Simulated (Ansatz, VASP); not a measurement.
# CuSiO3 in two plane-wave programs, part 2 of 2

Aim: how closely do two programs agree when they are given the same cell, functional and k mesh? The cell is taken from a series of VASP runs on this material, whose earlier steps may have relaxed, scaled or displaced it; both programs get it as it stands. Valence electrons are named where the data sets of a main pair hold unlike numbers.

VASP 6.6.1 and Ansatz 0.2.0.

So far: The starting structure; VASP: band structure, PBEsol.

**3. Ansatz: band structure, PBEsol**

Level of this step: Ansatz beside VASP: Kohn-Sham DFT, plane waves, PBEsol (Ansatz).

Ansatz runs on its default PAW (the set named soft_2) files.

The same cell, functional, mesh and smearing now go to Ansatz, which takes its cutoff from its data sets.

input.yaml reads:

```yaml
crystal:
  lattice:
    - [8.9139591707, 0.0, 0.0]
    - [0.0, 2.8688644792, 0.0]
    - [0.0, 0.0, 4.6954731614]
  atoms:
    - { symbol: Si, position: [0.75, 0.5, 0.887039153] }
    - { symbol: Si, position: [0.25, 0.5, 0.112960847] }
    - { symbol: Cu, position: [0.5, 0.0, 0.5] }
    - { symbol: Cu, position: [0.0, 0.0, 0.5] }
    - { symbol: O, position: [0.5967789842, 0.5, 0.6936744412] }
    - { symbol: O, position: [0.4032210158, 0.5, 0.3063255588] }
    - { symbol: O, position: [0.9032210158, 0.5, 0.6936744412] }
    - { symbol: O, position: [0.0967789842, 0.5, 0.3063255588] }
    - { symbol: O, position: [0.25, 0.0, 0.9310257324] }
    - { symbol: O, position: [0.75, 0.0, 0.0689742676] }
hamiltonian:
  xc: pbesol
  pseudopotentials: { kind: paw }
kpoints:
  mp_grid: { grid: [3, 8, 5] }
  band_path:
    path:
      - [0.0, 0.0, 0.0]
      - [0.0, 0.18182, 0.0]
      - [0.0, 0.40909, 0.0]
      - [0.0, 0.5, 0.09091]
      - [0.0, 0.5, 0.31818]
      - [0.0, 0.5, 0.5]
      - [0.0, 0.27273, 0.5]
      - [0.0, 0.04545, 0.5]
      - [0.0, 0.0, 0.36364]
      - [0.0, 0.0, 0.13636]
      - [0.04545, 0.0, 0.0]
      - [0.27273, 0.0, 0.0]
      - [0.5, 0.0, 0.0]
      - [0.5, 0.18182, 0.0]
      - [0.5, 0.40909, 0.0]
      - [0.5, 0.5, 0.04545]
      - [0.5, 0.5, 0.27273]
      - [0.5, 0.5, 0.5]
      - [0.5, 0.31818, 0.5]
      - [0.5, 0.09091, 0.5]
      - [0.5, 0.0, 0.40909]
      - [0.5, 0.0, 0.18182]
      - [0.0, 0.0, 0.5]
      - [0.22727, 0.0, 0.5]
      - [0.45455, 0.0, 0.5]
      - [0.36364, 0.5, 0.0]
      - [0.13636, 0.5, 0.0]
      - [0.04545, 0.5, 0.5]
      - [0.27273, 0.5, 0.5]
      - [0.5, 0.5, 0.5]
    npoints: 1
scf:
  occupations: { method: gaussian, width: 0.05 }
  n_extra_bands: 11
output:
  forces: true
  stress: true
  eigenvalues: true
```

Launch:

```console
$ ansatz run input.yaml --threads 4 --pin off --max-ram 9216MiB --backend cpu --events-out ev --progress --plain --runs-dir out
```

Numbers of over 12 decimals in the logs are rounded to 6 here.

The log of the run:

```text
scf.n_extra_bands = 11 over 41 filled bands (N_el = 82.0): the run solves 52 bands
Engine: ansatz 0.2.0, x86_64-unknown-linux-gnu
Pseudopotentials: kind: paw
Pseudopotential: Si, paw, valence charge 4, recommended cutoff 420 eV (normal), Si.paw.azcp
Pseudopotential: Cu, paw, valence charge 19, recommended cutoff 420 eV (normal), Cu.paw.azcp
Pseudopotential: O, paw, valence charge 6, recommended cutoff 420 eV (normal), O.paw.azcp
Functional definition: PBEsol
  exchange = pbesol_x
  correlation = pbesol_c
Crystal: 10 atoms, lattice volume = 120.077 Å³
Basis set: ecut = 420 eV, 2351 PW (Γ), exchange–correlation on 120×40×64 points (8 copies of the dense FFT grid, shifted against one another)
Bands: 52, of which v1, the nominal top of the filled ones, is band 41 counted from 1 (40 counted from 0)
Symmetry: 8 space group operations
Space group: Pmma (ITA 51), of the structure as read, at distance tolerance 4.9e-5 Å
k-points: 30 of 120
Non-local potential: Si, projectors of the file, l = 0: 2, l = 1: 2, l = 2: 2
Non-local potential: Cu, projectors of the file, l = 0: 3, l = 1: 2, l = 2: 3, l = 3: 1
Non-local potential: O, projectors of the file, l = 0: 2, l = 1: 2, l = 2: 1
PAW form: soft (Blöchl's): semilocal exchange-correlation on the pseudo side does not see the compensation charge
PAW frozen core: Si, regenerated for the run's functional, and the local potential with it (the file was generated under x = pbe(κ = 0.804, μ = 0.219515), c = pbe(β = 0.066725))
PAW frozen core: Cu, regenerated for the run's functional, and the local potential with it (the file was generated under x = pbe(κ = 0.804, μ = 0.219515), c = pbe(β = 0.066725))
PAW frozen core: O, regenerated for the run's functional, and the local potential with it (the file was generated under x = pbe(κ = 0.804, μ = 0.219515), c = pbe(β = 0.066725))
PAW one-centre angular grid: Si, 110 points (default); XC on 64 Gauss nodes
PAW one-centre angular grid: Cu, 590 points (default); XC on 64 Gauss nodes
PAW one-centre angular grid: O, 110 points (default); XC on 64 Gauss nodes
Initial density: superposition of atomic densities (neutral atoms: chi_scale 0, normalization atom), corrected by the library's trained network
Initial wavefunctions: pseudopotential atomic-orbital guess
Functional: x = pbesol(κ = 0.804, μ = 0.123457), c = pbesol(β = 0.046)
SCF iter   1: F=—  HF=-17788.630957 eV  |F-HF|=—  |Δ(HF+E_count)|=         —  Δρ=1.51e-2  dr2=2.08e-1  ethr=1.77e-3  ⟨swp⟩=6.0  Hψ=6690  notcnv=0  defer=37
preconditioner: auto → LDOS  [insulator: Δε(μ)=0.078 eV  Ē_g=13.430 eV  σ=0.050 eV  W_gap=0.72  n_scr=26 (ndim 8)  ℏωp=27.5 eV  f_vac=0.135  D(μ)=2.82/eV (n_scr^D=14)  ε∞_Penn≈5.2  β→1.0]
SCF iter   2: F=—  HF=-17788.660445 eV  |F-HF|=—  |Δ(HF+E_count)|=   2.95e-2  Δρ=1.90e-2  dr2=2.53e-1  ethr=2.54e-4  ⟨swp⟩=3.0  Hψ=3232  notcnv=0  defer=120
SCF iter   3: F=—  HF=-17788.576730 eV  |F-HF|=—  |Δ(HF+E_count)|=   8.37e-2  Δρ=5.06e-3  dr2=1.82e-2  ethr=2.54e-4  ⟨swp⟩=2.1  Hψ=2503  notcnv=0  defer=120
SCF iter   4: F=—  HF=-17788.574851 eV  |F-HF|=—  |Δ(HF+E_count)|=   1.88e-3  Δρ=3.59e-3  dr2=1.06e-2  ethr=2.22e-5  ⟨swp⟩=2.3  Hψ=2197  notcnv=0  defer=120
SCF iter   5: F=—  HF=-17788.572911 eV  |F-HF|=—  |Δ(HF+E_count)|=   1.94e-3  Δρ=1.13e-3  dr2=1.12e-3  ethr=1.30e-5  ⟨swp⟩=2.0  Hψ=1734  notcnv=0  defer=120
SCF iter   6: F=—  HF=-17788.572779 eV  |F-HF|=—  |Δ(HF+E_count)|=   1.32e-4  Δρ=2.88e-4  dr2=6.24e-5  ethr=1.37e-6  ⟨swp⟩=2.0  Hψ=2230  notcnv=0  defer=120
SCF iter   7: F=—  HF=-17788.572552 eV  |F-HF|=—  |Δ(HF+E_count)|=   2.27e-4  Δρ=4.25e-5  dr2=8.88e-7  ethr=7.61e-8  ⟨swp⟩=2.0  Hψ=2402  notcnv=0  defer=120
SCF iter   8: F=—  HF=-17788.572552 eV  |F-HF|=—  |Δ(HF+E_count)|=   5.46e-7  Δρ=9.57e-6  dr2=1.06e-7  ethr=1.08e-9  ⟨swp⟩=2.1  Hψ=2148  notcnv=0  defer=120
SCF iter   9: F=-17788.572552 eV  HF=-17788.572552 eV  |F-HF|=8.66e-10  |Δ(HF+E_count)|=   4.24e-9  Δρ=2.74e-6  dr2=4.40e-9  ethr=1.22e-10  ⟨swp⟩=10.6  Hψ=6428  notcnv=0
SCF 1 converged in 9 iterations: F = -17788.572552 eV  dr2 = 4.40e-9
  greatest PAW one-centre occupation: 1.000 electrons in one spin orbital (limit 2), on the Cu atom at site 3 (counted from 0), in its partial waves of l = 0
NSCF: frozen V_eff on 30 k-points
SCF converged after 9 iterations
Free energy (F): -17788.572552 eV
Harris-Foulkes:  -17788.572552 eV  (|F-HF|=8.66e-10)
Internal energy: -17788.567612 eV  (E = F + TS)
E sigma→0 (E₀):  -17788.570082 eV
Entropy (-TS):   -0.004940 eV (-0.494 meV/atom)
Fermi energy:    6.994034 eV
--- Per-component energies (eV) ---
  E_band       = -1167.942062
  E_kinetic    = 1740.210903
  E_local      = -14612.862366  (includes V_loc(G=0)·N_el)
  E_nonlocal   = 1125.747304
  E_hartree    = 6289.618391
  E_xc         = -722.903117
  E_vxc        = -883.265643  (∫ρ·V_xc dr)
  E_paw        = -5165.776611  (= ΣΔE_a)
  E_vpaw       = -1117.021812  (= ΣTr[D̂ρ^β])
  E_aug_tail   = 0.015368  (compensation charges beyond the density's cutoff)
  E_ewald      = -6443.304738
  E_core_change = 0.687253  (= ΣΔE_core)
  E_smearing   = -0.004940  (= −TS)
  E_closure    = -0.000000  (closes the sum)
  Σ components = -17788.572552   (vs F -17788.572552, Δ=0.00e0)
--- Forces (eV/Å), atoms counted from 1 ---
  atom   1  Si     0.00000000     0.00000000    -0.06509205
  atom   2  Si    -0.00000000    -0.00000000     0.06509205
  atom   3  Cu     0.00000000    -0.00000000     0.00000000
  atom   4  Cu     0.00000000     0.00000000     0.00000000
  atom   5  O      0.02987303    -0.00000000     0.00987303
  atom   6  O     -0.02987303    -0.00000000    -0.00987303
  atom   7  O     -0.02987303     0.00000000     0.00987303
  atom   8  O      0.02987303    -0.00000000    -0.00987303
  atom   9  O     -0.00000000     0.00000000     0.04710929
  atom  10  O      0.00000000    -0.00000000    -0.04710929
  max |Σ_I F_I| component: 6.94e-18 eV/Å
--- Stress (GPa, compression-positive) ---
       -0.634438      -0.000000       0.000000
       -0.000000      -0.844678       0.000000
        0.000000       0.000000      -0.422444
  P = ⅓ Tr σ = -0.6339 GPa (-6.339 kbar)
--- Band table (eV; the first three rows and the last of 30) ---
  k-point 0: bands = [... 37 lower, 5.3529, 5.6746, 6.1240, 7.3932, 7.6122, 9.3932, 10.8073, 12.5588, ... 7 higher]
  k-point 1: bands = [... 37 lower, 5.3941, 5.6829, 6.1723, 7.3877, 7.6061, 9.8483, 11.0310, 12.5381, ... 7 higher]
  k-point 2: bands = [... 37 lower, 5.4924, 5.7043, 6.2603, 7.3789, 7.5965, 10.8991, 11.4435, 12.2360, ... 7 higher]
  k-point 29: bands = [... 37 lower, 5.5850, 5.8009, 6.0099, 6.8381, 6.8879, 12.9556, 13.4037, 13.8435, ... 7 higher]
```

The job ended after 3.5 s (4 threads of AMD EPYC 7B13 (Zen 3), shared host; peak memory 0.6 GiB; 13 s of CPU time).

**4. Side by side**

Known differences besides the potentials themselves: the data sets hold 82 valence electrons in Ansatz (on its default PAW (the set named soft_2) files) and 66 in VASP; the cutoff is 420 eV in Ansatz and 520 eV in VASP; Ansatz makes its cores anew for this functional, VASP keeps those of its PBE data sets. Total energies have different zeros and are not compared.

The two programs side by side:

```csv
quantity,Ansatz,VASP,difference
pressure (GPa),-0.63,0.03,-0.67
pressure without Ansatz's Pulay correction (GPa),-1.28,0.03,-1.32
```

At this near-relaxed geometry the largest component of a force difference is 64 meV/Å. Levels from 3 eV below to 2 eV above the Fermi level differ by 9 meV r.m.s. and 41 meV at most; each VASP level is matched to the nearest of Ansatz, which flatters the figure a little. Ansatz's pressure holds a Pulay correction of 0.65 GPa; VASP's holds none.

**5. Further runs**

Further runs change the set-up of one program: Ansatz's method, potentials or start, or VASP's data sets, cutoff or form of LDA. The table gives Ansatz less VASP for each quantity, since a change that brings one quantity closer may part another.

```csv
run,r.m.s. force difference (meV/Å),pressure (GPa),pressure without Ansatz's Pulay correction (GPa)
as above,25,-0.67,-1.3
cores kept as stored,21,-0.57,-1.2
Ansatz's larger PAW set (cutoff 1050 eV),31,-0.72,
norm-conserving potentials (cutoff 1252 eV),51,-1.2,
```

**6. Ansatz: electric field gradients, PBEsol**

Field gradients test the density near the nuclei, where the PAW reconstruction matters most.

The cell is taken from a series of VASP runs on this material, whose earlier steps may have relaxed, scaled or displaced it; both programs get it as it stands.

input.yaml, the sections that differ from step 3:

```yaml
kpoints:
  mp_grid: { grid: [3, 8, 5] }
scf:
  occupations: { method: gaussian, width: 0.05 }
  n_extra_bands: 6
output:
  forces: true
  stress: true
  eigenvalues: true
  efg: {}
# crystal, hamiltonian: as in step 3
```

The log of the run:

```text
[...]
Crystal: 10 atoms, lattice volume = 120.077 Å³
Basis set: ecut = 420 eV, 2351 PW (Γ), exchange–correlation on 120×40×64 points (8 copies of the dense FFT grid, shifted against one another)
Bands: 47, of which v1, the nominal top of the filled ones, is band 41 counted from 1 (40 counted from 0)
Symmetry: 8 space group operations
[...]
k-points: 30 of 120
[...]
k-point 0: bands = [... 37 lower, 5.3528, 5.6745, 6.1240, 7.3931, 7.6121, 9.3932, 10.8073, 12.5588, ... 2 higher]
  k-point 1: bands = [... 37 lower, 5.3941, 5.6828, 6.1722, 7.3876, 7.6061, 9.8483, 11.0310, 12.5381, ... 2 higher]
  k-point 2: bands = [... 37 lower, 5.4923, 5.7042, 6.2602, 7.3788, 7.5965, 10.8992, 11.4435, 12.2360, ... 2 higher]
  k-point 29: bands = [... 37 lower, 5.5849, 5.8008, 6.0098, 6.8380, 6.8878, 12.9556, 13.4037, 13.8435, ... 2 higher]
[key lines of the parts left out:]
SCF converged after 8 iterations
Free energy (F): -17788.572552 eV
Fermi energy:    6.993936 eV
P = ⅓ Tr σ = -0.6333 GPa (-6.333 kbar)
```

Wall time 2.6 s (4 threads); peak memory 0.6 GiB.

The run ends at a pressure of -0.63 GPa, with forces up to 0.065 eV/Å.

**7. VASP: electric field gradients, PBEsol**

The same cell, functional, mesh and smearing now go to VASP, with its own data sets.

INCAR reads:

```
SYSTEM = CuSiO3
PREC = Accurate
ENCUT = 520
EDIFF = 1E-07
NELM = 100
ISMEAR = 0
SIGMA = 0.05
LREAL = .FALSE.
ALGO = Normal
GGA = PS
NBANDS = 43
LASPH = .TRUE.
LORBIT = 11
LWAVE = .FALSE.
LCHARG = .FALSE.
KPAR = 8
LEFG = .TRUE.
```

POSCAR reads:

```
CuSiO3
1.0
    8.9139591707      0.0000000000      0.0000000000
    0.0000000000      2.8688644792      0.0000000000
    0.0000000000      0.0000000000      4.6954731614
Si Cu O
2 2 6
Direct
    0.7500000000      0.5000000000      0.8870391530
    0.2500000000      0.5000000000      0.1129608470
    0.5000000000      0.0000000000      0.5000000000
    0.0000000000      0.0000000000      0.5000000000
    0.5967789842      0.5000000000      0.6936744412
    0.4032210158      0.5000000000      0.3063255588
    0.9032210158      0.5000000000      0.6936744412
    0.0967789842      0.5000000000      0.3063255588
    0.2500000000      0.0000000000      0.9310257324
    0.7500000000      0.0000000000      0.0689742676
```

KPOINTS reads:

```
Automatic mesh
0
Gamma
3 8 5
0 0 0
```

PAW data sets: Si, Cu and O (PBE family, release 64).

Launch:

```console
$ mpirun -np 8 vasp_std
```

The log of the run:

```text
[banner, memory and clock lines left out]
running    8 mpi-ranks, on    1 nodes
[...]
[... a notice as in an earlier step ...]

 [... a notice as in an earlier step ...]

 LDA part: xc-table for (Slater+PW92), standard interpolation
 POSCAR, INCAR and KPOINTS ok, starting setup
[...]
entering main loop
       N       E                     dE             d eps       ncg     rms          rms(c)
DAV:   1     0.815835412615E+03    0.81584E+03   -0.30359E+04  2588   0.183E+03
DAV:   2     0.536636035395E+02   -0.76217E+03   -0.69406E+03  2884   0.471E+02
DAV:   3    -0.746814437475E+02   -0.12835E+03   -0.12451E+03  3186   0.214E+02
DAV:   4    -0.819770776253E+02   -0.72956E+01   -0.71903E+01  3952   0.540E+01
[...]
DAV:  15    -0.696046841765E+02   -0.14634E-05   -0.96915E-06  2920   0.176E-02    0.341E-03
DAV:  16    -0.696046846001E+02   -0.42360E-06   -0.19159E-06  3816   0.115E-02    0.195E-03
DAV:  17    -0.696046845441E+02    0.55928E-07   -0.30988E-07  2664   0.384E-03
ion   1
[...]
0.0000000     0.0000000    -0.0000000    12.1902279     0.0000000    67.5490074
     0.0000293     0.0000000    -0.0000000    12.1902246     0.0000000    67.5489893
     0.0000403     0.0000000    -0.0000000    12.1902224     0.0000000    67.5489773
     0.0000555     0.0000000    -0.0000000    12.1902187     0.0000000    67.5489567
     0.0000765     0.0000000    -0.0000000    12.1902124     0.0000000    67.5489221

ion  10
     0.0000000     0.0000000    -0.0000000     3.5799994    -0.0000000    20.0219443
     0.0000293     0.0000000    -0.0000000     3.5799994    -0.0000000    20.0219442
     0.0000403     0.0000000    -0.0000000     3.5799993    -0.0000000    20.0219440
     0.0000555     0.0000000    -0.0000000     3.5799993    -0.0000000    20.0219437
     0.0000765     0.0000000    -0.0000000     3.5799992    -0.0000000    20.0219432

     0.0000000     0.0000000    -0.0000000    12.1902279    -0.0000000    67.5490074
     0.0000293     0.0000000    -0.0000000    12.1902246    -0.0000000    67.5489893
     0.0000403     0.0000000    -0.0000000    12.1902224    -0.0000000    67.5489773
     0.0000555     0.0000000    -0.0000000    12.1902187    -0.0000000    67.5489567
     0.0000765     0.0000000    -0.0000000    12.1902124    -0.0000000    67.5489221

   1 F= -.69604685E+02 E0= -.69602171E+02  d E =-.502763E-02
```

From OUTCAR (step 7):

```text
  Total        0.0399741     -0.0185039      0.0302453      0.0000000      0.0000000      0.0000000
  in kB        0.5333711     -0.2468956      0.4035597      0.0000000      0.0000000      0.0000000
  external PRESSURE =       0.2300117 kB  Pullay stress =       0.0000000 kB

 POSITION                                       TOTAL-FORCE (eV/Angst)
 -----------------------------------------------------------------------------------
      6.68547      1.43443      4.16507         0.000000      0.000000     -0.001335
      2.22849      1.43443      0.53040         0.000000      0.000000      0.001335
      4.45698      0.00000      2.34774         0.000000      0.000000      0.000000
      0.00000      0.00000      2.34774         0.000000      0.000000      0.000000
      5.31966      1.43443      3.25713        -0.002207     -0.000000      0.005772
      3.59430      1.43443      1.43834         0.002207      0.000000     -0.005772
      8.05128      1.43443      3.25713         0.002207      0.000000      0.005772
      0.86268      1.43443      1.43834        -0.002207      0.000000     -0.005772
      2.22849      0.00000      4.37161         0.000000      0.000000     -0.008470
      6.68547      0.00000      0.32387         0.000000      0.000000      0.008470
 -----------------------------------------------------------------------------------
    total drift:                                0.000000      0.000000      0.000000

  FREE ENERGIE OF THE ION-ELECTRON SYSTEM (eV)
  ---------------------------------------------------
  free  energy   TOTEN  =       -69.6046845441 eV

  energy  without entropy=      -69.5996569107  energy(sigma->0) =      -69.60217073

[... 1 part as in an earlier step ...]

[... 2 further parts left out ...]
[key lines of the parts left out:]
E-fermi :   3.8597
```

The run ends at a pressure of 0.02 GPa, with forces up to 0.0085 eV/Å.

**8. Side by side**

What differs besides the data sets and the points named for the pairs above, as far as they apply: Ansatz adds the response of the frozen cores to the gradients, VASP leaves it out; the data sets hold 82 valence electrons in Ansatz (on its default PAW (the set named soft_2) files) and 66 in VASP. Total energies have different zeros and are not compared.

The two programs side by side:

```csv
quantity,Ansatz,VASP,difference
pressure (GPa),-0.63,0.02,-0.66
pressure without Ansatz's Pulay correction (GPa),-1.28,0.02,-1.31
Vzz at Si1 (V/Å²),21.7,21.8,-0.1
Vzz at Si2 (V/Å²),21.7,21.8,-0.1
Vzz at Cu3 (V/Å²),-59.6,-58.5,-1.1
Vzz at Cu4 (V/Å²),-59.6,-58.5,-1.1
Vzz at O5 (V/Å²),-88.5,-87.9,-0.6
Vzz at O6 (V/Å²),-88.5,-87.9,-0.6
Vzz at O7 (V/Å²),-88.5,-87.9,-0.6
Vzz at O8 (V/Å²),-88.5,-87.9,-0.6
Vzz at O9 (V/Å²),89.3,86.7,+2.6
Vzz at O10 (V/Å²),89.3,86.7,+2.6
```

At this near-relaxed geometry the largest component of a force difference is 64 meV/Å. Ansatz's pressure holds a Pulay correction of 0.65 GPa; VASP's holds none.

**9. Further runs**

Further runs change the set-up of one program: Ansatz's method, potentials or start, or VASP's data sets, cutoff or form of LDA. The table gives Ansatz less VASP for each quantity, since a change that brings one quantity closer may part another.

```csv
run,r.m.s. force difference (meV/Å),pressure (GPa),Vzz at Si1 (V/Å²),Vzz at Si2 (V/Å²),Vzz at Cu3 (V/Å²),Vzz at Cu4 (V/Å²)
as above,25,-0.66,-0.12,-0.12,-1.1,-1.1
cores kept as stored,21,-0.55,-1.9,-1.9,6.5,6.5
Ansatz's larger PAW set (cutoff 1050 eV),31,-0.71,-0.52,-0.52,4.4,4.4
```

**10. Outcome**

- r.m.s. force difference (band structure, PBEsol): 25 meV/Å
- difference in pressure (band structure, PBEsol): -0.67 GPa
- r.m.s. force difference (electric field gradients, PBEsol): 25 meV/Å
- difference in pressure (electric field gradients, PBEsol): -0.66 GPa

What this shows: The r.m.s. force difference is 25 meV/Å (band structure, PBEsol), beyond the 12 meV/Å picked in this series as the mark of a large difference. The data sets hold unlike numbers of valence electrons (82 in Ansatz and 66 in VASP), so part of the differences comes from the potentials. Band structure, PBEsol, norm-conserving potentials (cutoff 1252 eV): r.m.s. force difference goes from 25 to 51 meV/Å; the difference in pressure goes from -0.67 to -1.2 GPa. Electric field gradients, PBEsol, cores kept as stored: the difference in Vzz at Si1 goes from -0.12 to -1.9 V/Å²; the difference in Vzz at Si2 goes from -0.12 to -1.9 V/Å²; the difference in Vzz at Cu3 goes from -1.1 to 6.5 V/Å²; the difference in Vzz at Cu4 goes from -1.1 to 6.5 V/Å². Electric field gradients, PBEsol, Ansatz's larger PAW set (cutoff 1050 eV): the difference in Vzz at Si1 goes from -0.12 to -0.52 V/Å²; the difference in Vzz at Si2 goes from -0.12 to -0.52 V/Å²; the difference in Vzz at Cu3 goes from -1.1 to 4.4 V/Å²; the difference in Vzz at Cu4 goes from -1.1 to 4.4 V/Å². 2 further runs of this series are not shown here. Such differences can come from data sets, numerical settings and the points named under the comparisons, not from the functional's error against experiment.

[Lines on the potential files, build, host, timing and source positions are cut from VASP's logs without a mark.]

[Logs are printed without paths, hosts, clocks, repeated set-up lines and the standing remarks that a program may print on its own settings, such as how far it seeks lower states.]

[Hosts, paths, dates, database ids (printed as entryN), source tags and the programs' standing remarks are cut or masked in the printed files.]
